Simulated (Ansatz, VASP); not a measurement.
## Cross-check of Pt (ladder Pt chain) between VASP and Ansatz

Aim: how closely do two programs agree when they are given the same cell, functional and k mesh? Of the first pair: The structure shown is the start of the Ansatz relaxation below; VASP solves that cell, so the two are compared at the walk's first step.

Program: Ansatz 0.2.0. Level of theory: plane waves, with VASP 6.6.1 beside it; single point at PBE. Results are calculated unless marked as measured.

### Step 1. The structure

The cell holds 2 atoms: 2 Pt. Its edges and angles: a = 9.000 Å, b = 7.500 Å, c = 2.662 Å, α = 90.0°, β = 90.0°, γ = 90.0°. Vacuum lies along a and b. The structure's axis is c.

### Step 2. Ansatz: relaxation, PBE

Ansatz runs on its default PAW (the set named soft_2) files.

The two programs are compared at the cell with which this relaxation starts, whose forces are those of its first step.

Contents of input.yaml:

```yaml
crystal:
  lattice:
    - [9.0, 0.0, 0.0]
    - [0.0, 7.5, 0.0]
    - [0.0, 0.0, 2.66152]
  atoms:
    - { symbol: Pt, position: [0.373671111, 0.5, 0.0] }
    - { symbol: Pt, position: [0.626328889, 0.5, 0.5] }
kpoints:
  mp_grid: { grid: [1, 1, 31] }
scf:
  occupations: { method: fermi_dirac, width: 0.05 }
hamiltonian:
  xc: pbe
relax:
  cell: { fix: [a, b, alpha, beta, gamma] }
  max_steps: 60
```

On the command line:

```bash
ansatz run input.yaml --threads 4 --pin off --max-ram 8192MiB --backend cpu --events-out ev --progress --plain --runs-dir out
```

Numbers of over 12 decimals in the logs are rounded to 6 here.

Output:

```text
Engine: ansatz 0.2.0, aarch64-unknown-linux-gnu
Pseudopotentials: kind: paw
Pseudopotential: Pt, paw, valence charge 18, recommended cutoff 420 eV (normal), Pt.paw.azcp
Functional definition: PBE
  parameter kappa = 0.804
  parameter beta = 0.066725
  exchange = pbe_x(kappa = kappa, mu = beta*pi^2/3)
  correlation = pbe_c(beta = beta)
Crystal: 2 atoms, lattice volume = 179.653 Å³
Basis set: ecut = 420 eV, 3567 PW (Γ), exchange–correlation on 128×108×36 points (8 copies of the dense FFT grid, shifted against one another)
Bands: 22, of which v1, the nominal top of the filled ones, is band 18 counted from 1 (17 counted from 0)
Symmetry: 8 space group operations
Space group: Pmma (ITA 51), of the structure as read, at distance tolerance 5.6e-5 Å
k-points: 16 of 31
Non-local potential: Pt, projectors of the file, l = 0: 3, l = 1: 2, l = 2: 2, l = 3: 1
PAW form: soft (Blöchl's): semilocal exchange-correlation on the pseudo side does not see the compensation charge
PAW one-centre angular grid: Pt, 590 points (default); XC on 64 Gauss nodes
Initial density: superposition of atomic densities (neutral atoms: chi_scale 0, normalization atom), corrected by the library's trained network
Initial wavefunctions: pseudopotential atomic-orbital guess
Functional: x = pbe(κ = 0.804, μ = 0.219515), c = pbe(β = 0.066725)
SCF iter   1: F=—  HF=-25042.043454 eV  |F-HF|=—  |Δ(HF+E_count)|=         —  Δρ=1.29e-2  dr2=1.42e-1  ethr=1.77e-3  ⟨swp⟩=5.9  Hψ=1580  notcnv=0
preconditioner: auto → LDOS  [metal: Δε(μ)=0.037 eV  Ē_g=5.143 eV  σ=0.050 eV  W_gap=0.18  n_scr=20 (ndim 8)  ℏωp=12.4 eV  f_vac=0.657  D(μ)=7.23/eV (n_scr^D=58)  β→1.0]
SCF iter   2: F=—  HF=-25042.054395 eV  |F-HF|=—  |Δ(HF+E_count)|=   1.09e-2  Δρ=1.25e-2  dr2=1.63e-1  ethr=3.95e-4  ⟨swp⟩=2.4  Hψ=780  notcnv=0
SCF iter   3: F=—  HF=-25042.013257 eV  |F-HF|=—  |Δ(HF+E_count)|=   4.11e-2  Δρ=8.30e-4  dr2=6.91e-4  ethr=3.95e-4  ⟨swp⟩=2.4  Hψ=590  notcnv=0
SCF iter   4: F=—  HF=-25042.013292 eV  |F-HF|=—  |Δ(HF+E_count)|=   3.58e-5  Δρ=2.52e-4  dr2=1.35e-4  ethr=1.92e-6  ⟨swp⟩=2.0  Hψ=594  notcnv=0
SCF iter   5: F=—  HF=-25042.013304 eV  |F-HF|=—  |Δ(HF+E_count)|=   1.13e-5  Δρ=1.08e-4  dr2=1.78e-5  ethr=3.76e-7  ⟨swp⟩=2.0  Hψ=525  notcnv=0
SCF iter   6: F=—  HF=-25042.013273 eV  |F-HF|=—  |Δ(HF+E_count)|=   3.02e-5  Δρ=3.48e-5  dr2=3.20e-6  ethr=4.93e-8  ⟨swp⟩=2.0  Hψ=516  notcnv=0
SCF iter   7: F=—  HF=-25042.013274 eV  |F-HF|=—  |Δ(HF+E_count)|=   4.09e-7  Δρ=9.39e-6  dr2=1.06e-7  ethr=8.89e-9  ⟨swp⟩=2.2  Hψ=473  notcnv=0
SCF iter   8: F=-25042.013274 eV  HF=-25042.013274 eV  |F-HF|=7.54e-9  |Δ(HF+E_count)|=   3.17e-8  Δρ=2.07e-6  dr2=4.63e-9  ethr=2.78e-10  ⟨swp⟩=4.2  Hψ=1174  notcnv=0
SCF 1 converged in 8 iterations: F = -25042.013274 eV  dr2 = 4.63e-9
  greatest PAW one-centre occupation: 1.000 electrons in one spin orbital (limit 2), on the Pt atom at site 1 (counted from 0), in its partial waves of l = 0
relax step   1: F+E_penalty+E_count = -25042.01327389 eV  Δ(F+E_penalty+E_count) = +0.000e0 eV  max|allowed force component| = 6.029e-1 eV/Å  Δτ_max = 0.0000 Å  P = -2.139 GPa  Ω = 179.653 Å³  fix = [a, b, alpha, beta, gamma]  reactions: a -1.352, b -0.121 GPa  (8 SCF iters, dr2 threshold 1.00e-7 eV, accepted)
[...]
relax step   4: F+E_penalty+E_count = -25042.22443733 eV  Δ(F+E_penalty+E_count) = -1.159e-2 eV  max|allowed force component| = 1.414e-2 eV/Å  Δτ_max = 0.0354 Å  P = +0.292 GPa  Ω = 165.907 Å³  energy of the carried Pulay correction = +1.257e-3 eV  fix = [a, b, alpha, beta, gamma]  reactions: a -0.064, b -0.129 GPa  (7 SCF iters, dr2 threshold 2.00e-7 eV, accepted)
[...]
relax step   5: F+E_penalty+E_count = -25042.22886120 eV  Δ(F+E_penalty+E_count) = -4.424e-3 eV  max|allowed force component| = 7.001e-2 eV/Å  Δτ_max = 0.0037 Å  P = -0.192 GPa  Ω = 167.636 Å³  energy of the carried Pulay correction = +1.094e-3 eV  fix = [a, b, alpha, beta, gamma]  reactions: a -0.204, b -0.129 GPa  (6 SCF iters, dr2 threshold 2.00e-7 eV, accepted)
[...]
relax step   6: F+E_penalty+E_count = -25042.22925406 eV  Δ(F+E_penalty+E_count) = -3.929e-4 eV  max|allowed force component| = 2.044e-3 eV/Å  Δτ_max = 0.0028 Å  P = -0.064 GPa  Ω = 167.418 Å³  energy of the carried Pulay correction = +1.114e-3 eV  fix = [a, b, alpha, beta, gamma]  reactions: a -0.051, b -0.129 GPa  (5 SCF iters, dr2 threshold 2.00e-7 eV, accepted)
[...]
relax step   7: F+E_penalty+E_count = -25042.22713264 eV  Δ(F+E_penalty+E_count) = +2.121e-3 eV  max|allowed force component| = 1.686e-3 eV/Å  Δτ_max = 0.0000 Å  P = -0.060 GPa  Ω = 167.418 Å³  fix = [a, b, alpha, beta, gamma]  reactions: a -0.049, b -0.133 GPa  stress off target by 2.81e-3 GPa on what of the cell is left free  SCF on the basis re-selected at this cell (its energy is not comparable with the rows above)  (7 SCF iters)
basis re-selected at this cell: Δ(F+E_penalty+E_count) = +2.121e-3 eV, ΔP = +0.004 GPa vs the last step (what re-selecting the basis moved, of the pressure what is left beyond the Pulay correction that the steps carried, after the strain that the cell walked since its last selection, with what the two solves' SCF thresholds leave and, on support functions, any second-order correction that the steps lacked; it is no m [...]
SCF converged after 7 iterations
Free energy (F): -25042.227133 eV
Harris-Foulkes:  -25042.227133 eV  (|F-HF|=1.46e-11)
Internal energy: -25042.190505 eV  (E = F + TS)
E sigma→0 (E₀):  -25042.208819 eV
Entropy (-TS):   -0.036627 eV (-18.314 meV/atom)
Fermi energy:    -0.652002 eV
--- Per-component energies (eV) ---
  E_band       = -1076.353945
  E_kinetic    = 1273.930449
  E_local      = -11807.072422  (includes V_loc(G=0)·N_el)
  E_nonlocal   = 402.752436
  E_hartree    = 5117.172794
  E_xc         = -519.364975
  E_vxc        = -599.521915  (∫ρ·V_xc dr)
  E_paw        = -18909.844311  (= ΣΔE_a)
  E_vpaw       = -580.788488  (= ΣTr[D̂ρ^β])
  E_aug_tail   = 0.000391  (compensation charges beyond the density's cutoff)
  E_ewald      = -599.764867
  E_smearing   = -0.036627  (= −TS)
  E_closure    = 0.000000  (closes the sum)
  Σ components = -25042.227133   (vs F -25042.227133, Δ=0.00e0)
--- Forces (eV/Å), atoms counted from 1 ---
  atom   1  Pt     0.00168580     0.00000000     0.00000000
  atom   2  Pt    -0.00168580    -0.00000000    -0.00000000
  max |Σ_I F_I| component: 2.17e-19 eV/Å
--- Stress (GPa, compression-positive) ---
       -0.049287       0.000000      -0.000000
        0.000000      -0.133036      -0.000000
       -0.000000      -0.000000       0.002806
  P = ⅓ Tr σ = -0.0598 GPa (-0.598 kbar)
--- Relaxed structure (6 steps of the walk, 6 accepted, 1 SCFs on fresh bases) ---
  F+E_penalty+E_count = -25042.22713264 eV   max|allowed force component| = 1.686e-3 eV/Å   (the final SCF, on the basis selected at the relaxed cell)
  cell:  # Å, volume = 167.4178 Å³
    - [9.0, 0, 0]
    - [0, 7.5, 0]
    - [0, 0, 2.480264]
  atoms:
    - { symbol: Pt, position: [0.370429, 0.5, 0] }
    - { symbol: Pt, position: [0.629571, 0.5, 0.500000] }
```

### Step 3. VASP: single point, PBE, start cell, pair 1

The same cell, functional, mesh and smearing now go to VASP, with its own data sets.

Lines of VASP's logs that name or quote its potential files are left out, and so is its time.

Contents of INCAR:

```
SYSTEM = Pt
PREC = Accurate
ENCUT = 400
EDIFF = 1E-06
NELM = 120
ISMEAR = -1
SIGMA = 0.05
LREAL = .FALSE.
ALGO = Normal
GGA = PE
NBANDS = 16
LASPH = .TRUE.
LORBIT = 11
LWAVE = .FALSE.
LCHARG = .FALSE.
ISIF = 2
GGA_COMPAT = .FALSE.
KPAR = 2
```

Contents of POSCAR:

```
Pt
1.0
    9.0000000000      0.0000000000      0.0000000000
    0.0000000000      7.5000000000      0.0000000000
    0.0000000000      0.0000000000      2.6615200000
Pt
2
Direct
    0.3736711111      0.5000000000      0.0000000000
    0.6263288889      0.5000000000      0.5000000000
```

Contents of KPOINTS:

```
Automatic mesh
0
Gamma
1 1 31
0 0 0
```

PAW data sets: Pt (PBE family, release 64).

On the command line:

```bash
mpirun -np 2 vasp_std
```

Output:

```text
[banner, memory and clock lines left out]
running    2 mpi-ranks, on    1 nodes
 distrk:  each k-point on    1 cores,    2 groups
 distr:  one band on    1 cores,    1 groups

 POSCAR found type information on POSCAR Pt
 POSCAR found :  1 types and       2 ions
 LDA part: xc-table for (Slater+PW92), standard interpolation
 POSCAR, INCAR and KPOINTS ok, starting setup
 FFT: planning ... GRIDC
 FFT: planning ... GRID_SOFT
 FFT: planning ... GRID
 WAVECAR not read
 entering main loop
       N       E                     dE             d eps       ncg     rms          rms(c)
DAV:   1     0.102043888532E+03    0.10204E+03   -0.60947E+03   512   0.765E+02
DAV:   2    -0.309398821423E+01   -0.10514E+03   -0.95241E+02   712   0.148E+02
DAV:   3    -0.883005700849E+01   -0.57361E+01   -0.55741E+01   552   0.424E+01
DAV:   4    -0.889883789532E+01   -0.68781E-01   -0.68479E-01   632   0.473E+00
DAV:   5    -0.890008675298E+01   -0.12489E-02   -0.12488E-02   576   0.638E-01    0.865E+00
DAV:   6    -0.823855930959E+01    0.66153E+00   -0.16186E+00   536   0.827E+00    0.488E+00
DAV:   7    -0.818042489834E+01    0.58134E-01   -0.14590E-01   600   0.202E+00    0.210E+00
DAV:   8    -0.817520362918E+01    0.52213E-02   -0.72752E-03   536   0.603E-01    0.400E-01
DAV:   9    -0.817527953226E+01   -0.75903E-04   -0.10210E-03   536   0.189E-01    0.918E-02
DAV:  10    -0.817624667672E+01   -0.96714E-03   -0.31286E-04   528   0.115E-01    0.396E-02
DAV:  11    -0.817808070976E+01   -0.18340E-02   -0.83599E-04   528   0.115E-01    0.340E-02
DAV:  12    -0.817832479916E+01   -0.24409E-03   -0.85060E-05   616   0.657E-02    0.133E-02
DAV:  13    -0.817838062549E+01   -0.55826E-04   -0.12030E-05   528   0.259E-02    0.498E-03
DAV:  14    -0.817838998348E+01   -0.93580E-05   -0.25162E-06   512   0.102E-02    0.233E-03
DAV:  15    -0.817839066697E+01   -0.68349E-06   -0.50114E-07   392   0.422E-03
   1 F= -.81783907E+01 E0= -.81467777E+01  d E =-.632260E-01
```

OUTCAR, selected parts (step 3):

```text
ion  position               nearest neighbor table
   1  0.374  0.500  0.000-   2 2.63   2 2.63
   2  0.626  0.500  0.500-   1 2.63   1 2.63

  LATTYP: Found a simple orthorhombic cell.
 ALAT       =     2.6615200000
 B/A-ratio  =     2.8179386215
 C/A-ratio  =     3.3815263458

 Subroutine GETGRP returns: Found  8 space group operations
 (whereof  4 operations were pure point group operations)

The static configuration has the point symmetry C_2v.
 The point group associated with its full space group is D_2h.

 Found     16 irreducible k-points:

   k-points           NKPTS =     16   k-points in BZ     NKDIM =     16   number of bands    NBANDS=     16

   dimension x,y,z NGX =    60 NGY =   50 NGZ =   18
   dimension x,y,z NGXF=   120 NGYF=  100 NGZF=   36

   ENCUT  =  400.0 eV  29.40 Ry    5.42 a.u.  14.68 12.23  4.34*2*pi/ulx,y,z

   NELECT =      20.0000    total number of electrons

 k-points in reciprocal lattice and weights: Automatic mesh
   0.00000000  0.00000000  0.00000000       0.032
   0.00000000  0.00000000  0.03225806       0.065
   0.00000000  0.00000000  0.06451613       0.065
   0.00000000  0.00000000  0.09677419       0.065
   0.00000000  0.00000000  0.12903226       0.065
   0.00000000  0.00000000  0.16129032       0.065
   0.00000000  0.00000000  0.19354839       0.065
   0.00000000  0.00000000  0.22580645       0.065
   0.00000000  0.00000000  0.25806452       0.065
[...]
0.00000000  0.00000000  0.45161290       0.065
   0.00000000  0.00000000  0.48387097       0.065

 average (electrostatic) potential at core
       1 -75.8256       2 -75.8256

 E-fermi :  -3.0226

 k-point     1 :       0.0000    0.0000    0.0000
  band No.  band energies     occupation
    ...
      5      -4.4870      2.00000
      6      -4.4809      2.00000
      7      -3.6623      1.99999
      8      -3.4952      1.99984
      9      -3.0094      0.86871
     10      -2.9631      0.46642
     11      -2.5931      0.00037
     12      -2.2039      0.00000
     13      -0.1341      0.00000
     14       0.0053      0.00000
    ...

 k-point     2 :       0.0000    0.0000    0.0323
  band No.  band energies     occupation
    ...
      5      -4.5428      2.00000
      6      -4.4773      2.00000
      7      -3.6518      1.99999
      8      -3.5183      1.99990
      9      -3.0194      0.96784
     10      -2.9086      0.18528
     11      -2.6502      0.00116
     12      -2.2788      0.00000
     13      -0.0508      0.00000
     14       0.0686      0.00000
    ...

 k-point     3 :       0.0000    0.0000    0.0645
  band No.  band energies     occupation
    ...
      5      -4.7028      2.00000
      6      -4.4484      2.00000
      7      -3.6263      1.99999
      8      -3.5912      1.99998
      9      -3.0429      1.20001
     10      -2.8051      0.02546
     11      -2.7634      0.01113
     12      -2.4696      0.00003
     13       0.1675      0.00000
     14       0.2437      0.00000
    ...

  Total       -1.5819682     -0.1669882     -5.6167932      0.0000000      0.0000000      0.0000000
  in kB      -14.1083047     -1.4892340    -50.0916699      0.0000000      0.0000000      0.0000000
  external PRESSURE =     -21.8964029 kB  Pullay stress =       0.0000000 kB

  energy-cutoff  :      400.00
  volume of cell :      179.65
      direct lattice vectors                 reciprocal lattice vectors
     9.000000000  0.000000000  0.000000000     0.111111111  0.000000000  0.000000000
     0.000000000  7.500000000  0.000000000     0.000000000  0.133333333  0.000000000
     0.000000000  0.000000000  2.661520000     0.000000000  0.000000000  0.375725150

 POSITION                                       TOTAL-FORCE (eV/Angst)
 -----------------------------------------------------------------------------------
      3.36304      3.75000      0.00000         0.619479      0.000000      0.000000
      5.63696      3.75000      1.33076        -0.619479      0.000000      0.000000
 -----------------------------------------------------------------------------------
    total drift:                                0.000000     -0.000000      0.000000

  FREE ENERGIE OF THE ION-ELECTRON SYSTEM (eV)
  ---------------------------------------------------
  free  energy   TOTEN  =        -8.1783906670 eV

  energy  without entropy=       -8.1151646777  energy(sigma->0) =       -8.14677767

 total charge
# of ion       s       p       d       tot
------------------------------------------
    1        0.658   0.267   8.044   8.970
    2        0.658   0.267   8.044   8.970
--------------------------------------------------
tot          1.316   0.534  16.089  17.939

[... 3 further parts left out ...]
```

### Step 4. Comparison

Known differences besides the potentials themselves: the data sets hold 36 valence electrons in Ansatz (on its default PAW (the set named soft_2) files) and 20 in VASP; the cutoff is 420 eV in Ansatz and 400 eV in VASP. Total energies have different zeros and are not compared.

Forces (eV/Å; atoms numbered as in POSCAR):

```
atom        Ansatz x, y, z          VASP x, y, z
 Pt1   0.603, 0.000, 0.000   0.619, 0.000, 0.000
 Pt2  -0.603, 0.000, 0.000  -0.619, 0.000, 0.000
```

The forces differ by 9.6 meV/Å r.m.s., which is 2.7 % of the r.m.s. force of 0.358 eV/Å (both taken over all components).

### Step 5. Ansatz: relaxation, PBE

This run makes the geometry at which the two programs are then compared. The cell compared in this pair holds 167.42 Å³, against 179.65 Å³ for the pair before.

The structure compared here is the end of the Ansatz relaxation.

input.yaml is that of step 2.

On the command line:

```bash
ansatz run input.yaml --threads 4 --pin off --max-ram 8192MiB --backend cpu --events-out ev --progress --plain --runs-dir out
```

Output:

```text
[...]
Crystal: 2 atoms, lattice volume = 179.653 Å³
Basis set: ecut = 420 eV, 3567 PW (Γ), exchange–correlation on 128×108×36 points (8 copies of the dense FFT grid, shifted against one another)
Bands: 22, of which v1, the nominal top of the filled ones, is band 18 counted from 1 (17 counted from 0)
Symmetry: 8 space group operations
[...]
k-points: 16 of 31
[...]
-0.049287       0.000000      -0.000000
        0.000000      -0.133036      -0.000000
       -0.000000      -0.000000       0.002806
  P = ⅓ Tr σ = -0.0598 GPa (-0.598 kbar)
--- Relaxed structure (6 steps of the walk, 6 accepted, 1 SCFs on fresh bases) ---
[...]
cell:  # Å, volume = 167.4178 Å³
    - [9.0, 0, 0]
    - [0, 7.5, 0]
    - [0, 0, 2.480264]
  atoms:
    - { symbol: Pt, position: [0.370429, 0.5, 0] }
    - { symbol: Pt, position: [0.629571, 0.5, 0.500000] }
[key lines of the parts left out:]
SCF converged after 7 iterations
Free energy (F): -25042.227133 eV
Fermi energy:    -0.652002 eV
```

### Step 6. VASP: single point, PBE, relaxed cell, pair 2

The same cell, functional, mesh and smearing now go to VASP, with its own data sets.

INCAR: that of step 3 with these lines changed.

```diff
@@ -2,3 +2,3 @@
 PREC = Accurate
-ENCUT = 400
+ENCUT = 500
 EDIFF = 1E-06
```

Contents of POSCAR:

```
Pt
1.0
    9.0000000000      0.0000000000      0.0000000000
    0.0000000000      7.5000000000      0.0000000000
    0.0000000000      0.0000000000      2.4802636176
Pt
2
Direct
    0.3704292043      0.5000000000      0.0000000000
    0.6295707957      0.5000000000      0.5000000000
```

KPOINTS is that of step 3.

On the command line:

```bash
mpirun -np 2 vasp_std
```

Output:

```text
[... set-up lines as in an earlier step ...]
 entering main loop
       N       E                     dE             d eps       ncg     rms          rms(c)
DAV:   1     0.112807042981E+03    0.11281E+03   -0.71313E+03   512   0.926E+02
DAV:   2    -0.291397982719E+01   -0.11572E+03   -0.10540E+03   712   0.165E+02
DAV:   3    -0.901094958347E+01   -0.60970E+01   -0.58865E+01   608   0.440E+01
DAV:   4    -0.906697542618E+01   -0.56026E-01   -0.55936E-01   600   0.456E+00
[...]
DAV:  14    -0.839705975316E+01   -0.48617E-05   -0.14555E-06   504   0.718E-03    0.141E-03
DAV:  15    -0.839706114671E+01   -0.13936E-05   -0.15714E-07   432   0.249E-03    0.616E-04
DAV:  16    -0.839706196118E+01   -0.81446E-06   -0.15488E-07   400   0.176E-03
   1 F= -.83970620E+01 E0= -.83784196E+01  d E =-.372846E-01
```

OUTCAR, selected parts (step 6):

```text
  Total       -0.1261128     -0.1600858     -0.1349698      0.0000000      0.0000000      0.0000000
  in kB       -1.2068908     -1.5320105     -1.2916520      0.0000000      0.0000000      0.0000000
  external PRESSURE =      -1.3435178 kB  Pullay stress =       0.0000000 kB

 POSITION                                       TOTAL-FORCE (eV/Angst)
 -----------------------------------------------------------------------------------
      3.33386      3.75000      0.00000         0.023597      0.000000      0.000000
      5.66614      3.75000      1.24013        -0.023597      0.000000      0.000000
 -----------------------------------------------------------------------------------
    total drift:                                0.000000     -0.000000      0.000000

  FREE ENERGIE OF THE ION-ELECTRON SYSTEM (eV)
  ---------------------------------------------------
  free  energy   TOTEN  =        -8.3970619612 eV

  energy  without entropy=       -8.3597773193  energy(sigma->0) =       -8.37841964

[... 1 part as in an earlier step ...]

[... 2 further parts left out ...]
[key lines of the parts left out:]
E-fermi :  -2.8547
```

### Step 7. Comparison

What differs besides the data sets and the points named for the pairs above, as far as they apply: the data sets hold 36 valence electrons in Ansatz (on its default PAW (the set named soft_2) files) and 20 in VASP; the cutoff is 420 eV in Ansatz and 500 eV in VASP; Ansatz's pressure holds a Pulay correction, VASP's none. Total energies have different zeros and are not compared.

Both answers:

```
      quantity  Ansatz   VASP  difference
pressure (GPa)   -0.06  -0.13       +0.07
```

At this near-relaxed geometry the largest component of a force difference is 22 meV/Å.

(Continued in part 2 of 2.)

[Lines on the potential files, build, host, timing and source positions are cut from VASP's logs without a mark.]

[Logs are printed without paths, hosts, clocks, repeated set-up lines and the standing remarks that a program may print on its own settings, such as how far it seeks lower states.]

[Hosts, paths, dates, database ids (printed as entryN), source tags and the programs' standing remarks are cut or masked in the printed files.]
